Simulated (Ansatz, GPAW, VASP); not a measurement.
Code comparison for OsRu₃ (P6_3/mmc, 8 atoms in the cell)

Self-consistent single point.

```
OsRu3
1.0
    5.43042     0.00000     0.00000
   -2.71521     4.70288     0.00000
    0.00000     0.00000     4.29098
Ru Os
6 2
Direct
  0.83256   0.16744   0.75000
  0.16744   0.83256   0.25000
  0.66512   0.83256   0.25000
  0.33488   0.16744   0.75000
  0.83256   0.66512   0.75000
  0.16744   0.33488   0.25000
  0.66667   0.33333   0.25000
  0.33333   0.66667   0.75000
```

Shared settings, as Ansatz (an electronic-structure program) writes them: kpoints.mp_grid.grid = 4 4 5; scf.occupations.method = fermi_dirac; scf.occupations.width = 0.136 eV. Potentials and cutoffs stand in the table.

```csv
code,model,pressure (GPa),largest force (eV/Å),cutoff
Ansatz,"LDA (PW92), PAW files made with PBE",-12.48,0.047,default
GPAW,"LDA (Perdew-Wang 92), GPAW PAW datasets LDA (gpaw-data 1.0.1)",-14.27,0.019,600 eV
VASP,"LDA (PZ), VASP's LDA PAW potentials (set 64)",-12.52,0.069,300 eV
```

On Ansatz's run: spin-orbit coupling is off. Spin polarisation is off.

The spread over the programs that give each value: pressure within 1.79 GPa; largest force within 0.050 eV/Å.

Ansatz's pressure is given at a fixed set of plane waves, as the other plane-wave codes print theirs; with its correction for the finite basis it is -12.24 GPa (the shift of 0.24 GPa shows how far the cutoff is from converged). The same LDA comes in different parametrisations, which differ slightly. In the pressure, GPAW (by 1.76) lies more than 1 GPa from the median of the plane-wave programs.

VASP's run is marked for a possible Pulay error in its stress at this cutoff; no cutoff test was made.

The starting cell comes from a database of computed structures (which also holds hypothetical and non-ambient phases and stackings), without a prior relaxation at this level.

Left out of this page: Quantum ESPRESSO, FLEUR and SIESTA (not drawn, or without a comparable value).

Keys are those of Ansatz 0.2.
